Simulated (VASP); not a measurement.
# Ba2Tl5V3O12 (P-3m1) in VASP: further runs, part 3 of 3

VASP 6.6.1.

## (5) Relaxation of cell and atoms, PBE, collinear spin, ferromagnetic start

Input file INCAR:

```
SYSTEM = Ba2Tl5V3O12
PREC     = Accurate       ! precision mode
ENCUT    = 600            ! plane-wave cutoff, eV
EDIFF    = 1E-6           ! SCF threshold, eV
ISMEAR   = -1             ! smearing method
SIGMA    = 0.05           ! smearing width, eV
LREAL    = .FALSE.        ! projectors in reciprocal space
LASPH    = .TRUE.         ! aspherical terms in the spheres
NELM     = 120            ! most SCF steps
ALGO     = Normal         ! electronic algorithm
ISIF     = 3              ! what is computed and relaxed
LWAVE    = .FALSE.        ! write WAVECAR
LCHARG   = .FALSE.        ! write CHGCAR
ISPIN    = 2              ! spin polarisation
MAGMOM   = 0 0 2 2 2 0 0 0 0 0 0 0 0 0 0 0 0 0 0 0 0 0 ! initial moments
LORBIT   = 11             ! projections on sites
LMAXMIX  = 4              ! l up to which the mixer works
GGA      = PE             ! functional
IBRION   = 2              ! ionic algorithm
NSW      = 40             ! ionic steps
EDIFFG   = -0.01          ! ionic threshold
KPAR     = 4
```

Input file KPOINTS:

```
Automatic mesh
0
G
  4 4 4
  0 0 0
```

Input file POSCAR:

```
Ba2Tl5V3O12
1.0
    8.1542100000      0.0000000000      0.0000000000
   -4.0771100000      7.0617600000      0.0000000000
    0.0000000000      0.0000000000      6.9212800000
Ba V Tl O
2 3 5 12
Direct
    0.0000000000      0.0000000000      0.2355200000
    0.0000000000      0.0000000000      0.7644800000
    0.5000000000      0.0000000000      0.0000000000
    0.0000000000      0.5000000000      0.0000000000
    0.5000000000      0.5000000000      0.0000000000
    0.5000000000      0.0000000000      0.5000000000
    0.0000000000      0.5000000000      0.5000000000
    0.5000000000      0.5000000000      0.5000000000
    0.3333300000      0.6666700000      0.2248900000
    0.6666700000      0.3333300000      0.7751100000
    0.3389000000      0.3433400000      0.8144400000
    0.6566600000      0.9955600000      0.8144400000
    0.0044400000      0.6611000000      0.8144400000
    0.3433400000      0.3389000000      0.1855600000
    0.9955600000      0.6566600000      0.1855600000
    0.6611000000      0.0044400000      0.1855600000
    0.6611000000      0.6566600000      0.1855600000
    0.3433400000      0.0044400000      0.1855600000
    0.9955600000      0.3389000000      0.1855600000
    0.6566600000      0.6611000000      0.8144400000
    0.0044400000      0.3433400000      0.8144400000
    0.3389000000      0.9955600000      0.8144400000
```

Run with:

```
cat potpaw_PBE.64/Ba_sv/POTCAR potpaw_PBE.64/V_sv/POTCAR potpaw_PBE.64/Tl_d/POTCAR potpaw_PBE.64/O/POTCAR > POTCAR
mpirun -np 4 vasp_std > vasp.out
```

It took 1.8 h on 4 MPI ranks of Intel Xeon 6975P-C (Granite Rapids), shared host; peak memory 2.2 GiB.

The run converged. Its results:

```
Free energy                                           : -127.7639 eV
Relaxed volume                                        : 18.35 Å³/atom
Relaxed cell                                          : a = 8.175 Å, b = 8.175 Å, c = 6.978 Å, α = 90.00°, β = 90.00°, γ = 120.00°
Space group after relaxing (to 0.05 Å)                : P-3m1 (No. 164)
Energy gained by relaxing                             : 0.7 meV/atom
Ionic steps                                           : 8
Pressure after relaxing                               : 0.0 GPa
Largest force after relaxing                          : 0.007 eV/Å
Band gap on the k mesh                                : none (metal or under the smearing width)
Net moment                                            : 0.00 μB per cell
Valence electrons inside the program's atomic spheres : Ba 7.85; V 11.67; Tl 11.12, 11.24; O 4.93
```

Forces on the atoms (eV/Å):
```
Ba   0.000  0.000  0.000
Ba   0.000  0.000  0.000
V    0.000  0.000  0.000
V    0.000  0.000  0.000
V    0.000  0.000  0.000
Tl   0.000  0.000  0.000
Tl   0.000  0.000  0.000
Tl   0.000  0.000  0.000
Tl   0.000  0.000 -0.007
Tl   0.000  0.000  0.007
O    0.000  0.000 -0.001
O    0.000  0.000 -0.001
O    0.000  0.000 -0.001
O    0.000  0.000  0.001
O    0.000  0.000  0.001
O    0.000  0.000  0.001
O    0.000  0.000  0.001
O    0.000  0.000  0.001
O    0.000  0.000  0.001
O    0.000  0.000 -0.001
O    0.000  0.000 -0.001
O    0.000  0.000 -0.001
```

Step by step:
```tsv
step	energy change (eV)	largest force (eV/Å)	pressure (GPa)	volume (Å³)
1	0.0000	0.1086	0.66	398.55
2	-0.0060	0.1699	-0.37	402.86
3	-0.0079	0.1165	-0.03	401.45
4	-0.0127	0.0425	0.00	402.63
5	-0.0131	0.0448	0.02	403.08
6	-0.0139	0.0320	0.00	403.39
7	-0.0145	0.0125	-0.03	403.95
8	-0.0147	0.0072	0.00	403.79
```

Final structure:
```cif
data_structure
_symmetry_space_group_name_H-M 'P 1'
_symmetry_Int_Tables_number 1
_cell_length_a 8.1745
_cell_length_b 8.1745
_cell_length_c 6.9776
_cell_angle_alpha 89.999
_cell_angle_beta 90.001
_cell_angle_gamma 120.000
_cell_volume 403.79
loop_
_atom_site_label
_atom_site_type_symbol
_atom_site_fract_x
_atom_site_fract_y
_atom_site_fract_z
_atom_site_occupancy
Ba1 Ba 0.00000 0.00000 0.23579 1
Ba2 Ba 0.00000 0.00000 0.76421 1
V1 V 0.50000 0.00000 0.00000 1
V2 V 0.00000 0.50000 0.00000 1
V3 V 0.50000 0.50000 0.00000 1
Tl1 Tl 0.50000 0.00000 0.50000 1
Tl2 Tl 0.00000 0.50000 0.50000 1
Tl3 Tl 0.50000 0.50000 0.50000 1
Tl4 Tl 0.33333 0.66667 0.22395 1
Tl5 Tl 0.66667 0.33333 0.77605 1
O1 O 0.33999 0.34334 0.81552 1
O2 O 0.65666 0.99665 0.81553 1
O3 O 0.00335 0.66001 0.81552 1
O4 O 0.34334 0.33999 0.18448 1
O5 O 0.99665 0.65666 0.18447 1
O6 O 0.66001 0.00335 0.18448 1
O7 O 0.66001 0.65666 0.18448 1
O8 O 0.34334 0.00335 0.18447 1
O9 O 0.99665 0.33999 0.18448 1
O10 O 0.65666 0.66001 0.81552 1
O11 O 0.00335 0.34334 0.81553 1
O12 O 0.33999 0.99665 0.81552 1
```

Levels at points of the mesh, in eV from the Fermi level:
Spin up:
| k point | band 94 | band 95 | band 96 | band 97 | band 98 | band 99 | band 100 | band 101 | band 102 | band 103 |
| --- | --- | --- | --- | --- | --- | --- | --- | --- | --- | --- |
| (0.00, 0.00, 0.00) | -0.64 | -0.44 | -0.44 | -0.31 | -0.08 | 0.22 | 0.80 | 0.80 | 0.91 | 1.42 |
| (0.50, 0.00, 0.00) | -0.77 | -0.71 | -0.50 | -0.27 | -0.25 | -0.19 | 0.56 | 0.78 | 0.87 | 1.81 |
| (0.50, 0.50, 0.00) | -0.77 | -0.71 | -0.50 | -0.27 | -0.25 | -0.19 | 0.56 | 0.78 | 0.87 | 1.81 |
| (0.00, 0.00, 0.50) | -0.60 | -0.49 | -0.30 | 0.28 | 0.71 | 0.71 | 0.78 | 0.78 | 1.62 | 1.83 |
| (0.50, 0.00, 0.50) | -0.68 | -0.65 | -0.48 | -0.10 | 0.69 | 0.74 | 0.75 | 1.01 | 1.74 | 1.89 |
| (0.50, 0.50, 0.50) | -0.68 | -0.65 | -0.48 | -0.10 | 0.69 | 0.74 | 0.75 | 1.01 | 1.74 | 1.89 |
Spin down:
| k point | band 95 | band 96 | band 97 | band 98 | band 99 | band 100 | band 101 | band 102 |
| --- | --- | --- | --- | --- | --- | --- | --- | --- |
| (0.00, 0.00, 0.00) | -0.44 | -0.44 | -0.31 | -0.08 | 0.22 | 0.80 | 0.80 | 0.91 |
| (0.50, 0.00, 0.00) | -0.71 | -0.50 | -0.27 | -0.25 | -0.19 | 0.56 | 0.78 | 0.87 |
| (0.50, 0.50, 0.00) | -0.71 | -0.50 | -0.27 | -0.25 | -0.19 | 0.56 | 0.78 | 0.87 |
| (0.00, 0.00, 0.50) | -0.49 | -0.30 | 0.28 | 0.71 | 0.71 | 0.78 | 0.78 | 1.62 |
| (0.50, 0.00, 0.50) | -0.65 | -0.48 | -0.10 | 0.69 | 0.74 | 0.75 | 1.01 | 1.74 |
| (0.50, 0.50, 0.50) | -0.65 | -0.48 | -0.10 | 0.69 | 0.74 | 0.75 | 1.01 | 1.74 |

Caveat: semilocal functionals often make such compounds metallic where correlation or magnetic order opens a gap, which also shifts bond lengths.

## (6) Relaxation of cell and atoms, LDA, collinear spin, ferromagnetic start

INCAR, as its differences from that of step 5:

```diff
@@ -17,3 +17,2 @@
 LMAXMIX  = 4              ! l up to which the mixer works
-GGA      = PE             ! functional
 IBRION   = 2              ! ionic algorithm
```

KPOINTS is that of step 5.

POSCAR is that of step 5.

Potentials or basis: VASP PAW LDA potentials, release 64 (Ba_sv, V_sv, Tl_d, O).

Run with:

```
cat potpaw_LDA.64/Ba_sv/POTCAR potpaw_LDA.64/V_sv/POTCAR potpaw_LDA.64/Tl_d/POTCAR potpaw_LDA.64/O/POTCAR > POTCAR
mpirun -np 4 vasp_std > vasp.out
```

OUTCAR:

```text
SYSTEM = Ba2Tl5V3O12
   PREC = Accurate
   ENCUT = 600
   EDIFF = 1E-6
   ISMEAR = -1
   LREAL = .FALSE.
   LASPH = .TRUE.
   NELM = 120
   ISIF = 3
   ISPIN = 2
   LORBIT = 11
   IBRION = 2
   NSW = 40
   EDIFFG = -0.01

 ion  position               nearest neighbor table
   1  0.000  0.000  0.236-  18 2.80  16 2.80  14 2.80  17 2.80  19 2.80  15 2.80   2 3.26   2 3.66

   2  0.000  0.000  0.764-  12 2.80  22 2.80  20 2.80  11 2.80  13 2.80  21 2.80   1 3.26   1 3.66

   3  0.500  0.000  0.000-  16 1.82  22 1.82  18 1.82  12 1.82   9 2.82  10 2.82   6 3.46   6 3.46
[... 13 lines left out ...]
  10  0.667  0.333  0.775-  21 2.73  12 2.73  13 2.73  22 2.73  11 2.73  20 2.73   4 2.82   3 2.82
                             5 2.82   7 3.03   6 3.03   8 3.03
  11  0.339  0.343  0.814-   5 1.82   8 2.53  10 2.73   2 2.80
  12  0.657  0.996  0.814-   3 1.82   6 2.53  10 2.73   2 2.80
  13  0.004  0.661  0.814-   4 1.82   7 2.53  10 2.73   2 2.80
  14  0.343  0.339  0.186-   5 1.82   8 2.53   9 2.73   1 2.80
  15  0.996  0.657  0.186-   4 1.82   7 2.53   9 2.73   1 2.80
  16  0.661  0.004  0.186-   3 1.82   6 2.53   9 2.73   1 2.80
  17  0.661  0.657  0.186-   5 1.82   8 2.53   9 2.73   1 2.80
  18  0.343  0.004  0.186-   3 1.82   6 2.53   9 2.73   1 2.80
  19  0.996  0.339  0.186-   4 1.82   7 2.53   9 2.73   1 2.80
  20  0.657  0.661  0.814-   5 1.82   8 2.53  10 2.73   2 2.80
  21  0.004  0.343  0.814-   4 1.82   7 2.53  10 2.73   2 2.80
  22  0.339  0.996  0.814-   3 1.82   6 2.53  10 2.73   2 2.80

  LATTYP: Found a hexagonal cell.
 ALAT       =     8.1542100000
 C/A-ratio  =     0.8487983508

  Lattice vectors:

 A1 = (   8.1542100000,   0.0000000000,   0.0000000000)
 A2 = (  -4.0771100000,   7.0617600000,   0.0000000000)
 A3 = (   0.0000000000,   0.0000000000,   6.9212800000)

[... 239 lines left out ...]
  Total      -15.2623696    -15.2611779    -16.7570831      0.0010690      0.0000334     -0.0000578
  in kB      -61.3551870    -61.3503964    -67.3639804      0.0042975      0.0001343     -0.0002325
  external PRESSURE =     -63.3565212 kB  Pullay stress =       0.0000000 kB
[... 153 lines left out ...]
  FREE ENERGIE OF THE ION-ELECTRON SYSTEM (eV)
  ---------------------------------------------------
  free  energy   TOTEN  =      -144.1263329056 eV

  energy  without entropy=     -144.0822106423  energy(sigma->0) =     -144.10427177

[... ionic steps 4 to 12 ...]

--------------------------------------- Ionic step       13  -------------------------------------------

 number of electron     196.0000014 magnetization       0.0000000

 number of electron     196.0000014 magnetization      -0.0000000
[... 109 lines left out ...]
--------------------------------------- Ionic step       15  -------------------------------------------

 number of electron     196.0000014 magnetization      -0.0000000

 Free energy of the ion-electron system (eV)
  ---------------------------------------------------
  ext. energy  EPLUGINS =         0.00000000
  ---------------------------------------------------
  free energy    TOTEN  =      -144.33075132 eV

  energy without entropy =     -144.28229112  energy(sigma->0) =     -144.30652122

 E-fermi :   3.9289     XC(G=0): -10.6183

 val. band max:        3.9133925600   @ k =   0.0000   0.0000   0.0000
 cond. band min:       3.9526530621   @ k =   0.2500   0.0000   0.5000
 fundamental gap:      0.0392605021
 Fermi energy:         3.9289470678

 spin component 1

 k-point     1 :       0.0000    0.0000    0.0000
  band No.  band energies     occupation
      1     -60.0773      1.00000
      2     -60.0771      1.00000
      3     -60.0748      1.00000
      4     -34.4646      1.00000
      5     -34.4623      1.00000
      6     -34.4605      1.00000
[... 2701 lines left out ...]
    109       6.0884      0.00000
    110       6.2091      0.00000
 Fermi energy:         3.9289470678

 spin component 2

 k-point     1 :       0.0000    0.0000    0.0000
  band No.  band energies     occupation
      1     -60.0773      1.00000
      2     -60.0771      1.00000
      3     -60.0748      1.00000
      4     -34.4646      1.00000
      5     -34.4623      1.00000
      6     -34.4605      1.00000
[... 2105 lines left out ...]
     78       1.2793      1.00000
     79       1.3519      1.00000
     80       1.4126
```

CONTCAR:

```text
Ba2Tl5V3O12
   1.00000000000000
     7.9160509337331790    0.0001275643714079    0.0002476519031158
    -3.9579198467440309    6.8555712043968597   -0.0002476522299895
     0.0002102626348239   -0.0001213952500200    6.7140889689839947
  Ba              V               Tl              O
     2     3     5    12
Direct
     0.9999996156296632    0.0000003843703509    0.2405421055077710
     0.0000003843703366    0.9999996156296491    0.7594578944922290
     0.5000000000000000    0.0000000000000000    0.0000000000000000
     0.0000000000000000    0.5000000000000000    0.0000000000000000
     0.5000000000000000    0.5000000000000000    0.0000000000000000
     0.5000000000000000    0.0000000000000000    0.5000000000000000
[... 14 lines left out ...]
     0.0044189069876435    0.3415813322860214    0.8098508658269311
     0.3371641684072064    0.9955805317862709    0.8098541412498337

  0.00000000E+00  0.00000000E+00  0.00000000E+00
  0.00000000E+00  0.00000000E+00  0.00000000E+00
  0.00000000E+00  0.00000000E+00  0.00000000E+00
  0.00000000E+00  0.00000000E+00  0.00000000E+00
  0.00000000E+00  0.00000000E+00  0.00000000E+00
  0.00000000E+00  0.00000000E+00  0.00000000E+00
[... 14 lines left out ...]
  0.00000000E+00  0.00000000E+00  0.00000000E+00
  0.00000000E+00  0.00000000E+00  0.00000000E+00
```

Run time: 2.5 h. Hardware: 4 MPI ranks of Intel Xeon 6975P-C (Granite Rapids), shared host; peak memory 1.9 GiB.

What came out:

- Free energy: -144.3308 eV
- Relaxed volume: 16.56 Å³/atom
- Relaxed cell: a = 7.916 Å, b = 7.916 Å, c = 6.714 Å, α = 90.00°, β = 90.00°, γ = 120.00°
- Space group after relaxing (to 0.05 Å): P-3m1 (No. 164)
- Energy gained by relaxing: 30.1 meV/atom
- Ionic steps: 15
- Pressure after relaxing: 0.0 GPa
- Largest force after relaxing: 0.005 eV/Å
- Band gap on the k mesh: none (metal or under the smearing width)
- Net moment: 0.00 μB per cell
- Valence electrons inside the program's atomic spheres: Ba 7.90; V 11.81; Tl 11.17, 11.32; O 4.92

Forces in eV/Å, atoms in the order of the input:
```
Ba   0.000  0.000  0.000
Ba   0.000  0.000  0.000
V    0.000  0.000  0.000
V    0.000  0.000  0.000
V    0.000  0.000  0.000
Tl   0.000  0.000  0.000
Tl   0.000  0.000  0.000
Tl   0.000  0.000  0.000
Tl  -0.001  0.001  0.001
Tl   0.001 -0.001 -0.001
O   -0.002 -0.001  0.002
O    0.000 -0.001  0.004
O    0.001  0.000  0.005
O    0.000 -0.002 -0.002
O   -0.001 -0.001 -0.004
O   -0.001  0.001 -0.005
O    0.002  0.001 -0.002
O    0.000  0.001 -0.004
O   -0.001  0.000 -0.005
O    0.000  0.002  0.002
O    0.001  0.001  0.004
O    0.001 -0.001  0.005
```

Step by step:
| step | energy change (eV) | largest force (eV/Å) | pressure (GPa) | volume (Å³) |
| --- | --- | --- | --- | --- |
| 1 | 0.0000 | 0.4534 | -6.34 | 398.55 |
| 2 | 0.0617 | 2.0155 | 6.79 | 358.64 |
| 3 | -0.4585 | 0.6520 | -0.75 | 378.29 |
| 4 | -0.6307 | 0.2109 | -0.19 | 368.67 |
| 5 | -0.6409 | 0.2404 | 0.06 | 365.69 |
| 6 | -0.6542 | 0.1533 | -0.09 | 365.44 |
| 7 | -0.6593 | 0.0867 | -0.24 | 365.17 |
| 8 | -0.6599 | 0.0898 | 0.43 | 363.49 |
| 9 | -0.6614 | 0.0461 | 0.12 | 364.26 |
| 10 | -0.6628 | 0.0250 | -0.03 | 364.45 |
| 11 | -0.6628 | 0.0243 | -0.02 | 364.45 |
| 12 | -0.6629 | 0.0134 | 0.01 | 364.35 |
| 13 | -0.6629 | 0.0104 | 0.04 | 364.28 |
| 14 | -0.6629 | 0.0107 | -0.04 | 364.43 |
| 15 | -0.6629 | 0.0055 | 0.00 | 364.37 |

Final structure:
```
Ba V Tl O
1.0
     7.91605    0.00013    0.00025
    -3.95792    6.85557   -0.00025
     0.00021   -0.00012    6.71409
Ba V Tl O
2 3 5 12
Direct
  0.00000 0.00000 0.24054
  0.00000 0.00000 0.75946
  0.50000 0.00000 0.00000
  0.00000 0.50000 0.00000
  0.50000 0.50000 0.00000
  0.50000 0.00000 0.50000
  0.00000 0.50000 0.50000
  0.50000 0.50000 0.50000
  0.33333 0.66667 0.22795
  0.66667 0.33333 0.77205
  0.33717 0.34159 0.80986
  0.65842 0.99558 0.80985
  0.00442 0.66284 0.80985
  0.34159 0.33717 0.19014
  0.99558 0.65842 0.19015
  0.66284 0.00442 0.19015
  0.66283 0.65841 0.19014
  0.34158 0.00442 0.19015
  0.99558 0.33716 0.19015
  0.65841 0.66283 0.80986
  0.00442 0.34158 0.80985
  0.33716 0.99558 0.80985
```

Levels at points of the mesh, in eV from the Fermi level:
Spin up:
```tsv
k point	band 94	band 95	band 96	band 97	band 98	band 99	band 100	band 101	band 102	band 103
(0.00, 0.00, 0.00)	-0.90	-0.71	-0.71	-0.53	-0.30	-0.02	0.71	0.71	0.95	1.44
(0.50, 0.00, 0.00)	-1.07	-0.91	-0.80	-0.53	-0.49	-0.33	0.60	0.69	0.90	1.64
(0.50, 0.50, 0.00)	-1.07	-0.91	-0.80	-0.53	-0.49	-0.33	0.60	0.68	0.90	1.64
(0.00, 0.00, 0.50)	-0.87	-0.84	-0.50	0.33	0.68	0.68	0.93	0.93	1.41	1.65
(0.50, 0.00, 0.50)	-0.94	-0.93	-0.72	-0.27	0.65	0.90	0.93	1.27	1.60	1.73
(0.50, 0.50, 0.50)	-0.94	-0.93	-0.72	-0.27	0.65	0.90	0.93	1.28	1.60	1.73
```
Spin down:
```tsv
k point	band 96	band 97	band 98	band 99	band 100	band 101
(0.00, 0.00, 0.00)	-0.71	-0.53	-0.30	-0.02	0.71	0.71
(0.50, 0.00, 0.00)	-0.80	-0.53	-0.49	-0.33	0.60	0.69
(0.50, 0.50, 0.00)	-0.80	-0.53	-0.49	-0.33	0.60	0.68
(0.00, 0.00, 0.50)	-0.50	0.33	0.68	0.68	0.93	0.93
(0.50, 0.00, 0.50)	-0.72	-0.27	0.65	0.90	0.93	1.27
(0.50, 0.50, 0.50)	-0.72	-0.27	0.65	0.90	0.93	1.28
```

Caveat: semilocal functionals often make such compounds metallic where correlation or magnetic order opens a gap, which also shifts bond lengths. With open d or f shells a metallic result of LDA can be an artefact of self-interaction; +U or a hybrid may open a gap.

## (7) The runs side by side

```tsv
level	potentials or basis	gap on the mesh (eV)	pressure (GPa)	moment (μB)	relaxed volume (Å³/atom)	largest force (eV/Å)
RPBE	VASP PAW PBE potentials, release 64 (Ba_sv, V_sv, Tl_d, O)	none	0.0	0.00	19.43	0.01
revPBE	VASP PAW PBE potentials, release 64 (Ba_sv, V_sv, Tl_d, O)	none	0.0	0.00	19.12	0.02
BLYP	VASP PAW PBE potentials, release 64 (Ba_sv, V_sv, Tl_d, O)	none	0.0	0.00	19.63	0.02
PBE	VASP PAW PBE potentials, release 64 (Ba_sv, V_sv, Tl_d, O)	none	0.0	0.00	18.35	0.01
LDA	VASP PAW LDA potentials, release 64 (Ba_sv, V_sv, Tl_d, O)	none	0.0	0.00	16.56	0.01
```

Alike in all rows: task relaxation of cell and atoms; spin collinear, ferromagnetic start; cell relaxed; k mesh 4 × 4 × 4; cutoff (eV) 600; smearing fermi-dirac 0.05 eV.

Caveats: semilocal functionals often make such compounds metallic where correlation or magnetic order opens a gap, which also shifts bond lengths; the PAW data sets were made with another functional, which shifts forces and pressure a little (some runs).

Total energies depend on the potentials used, so only differences within one code and one set of settings carry meaning.
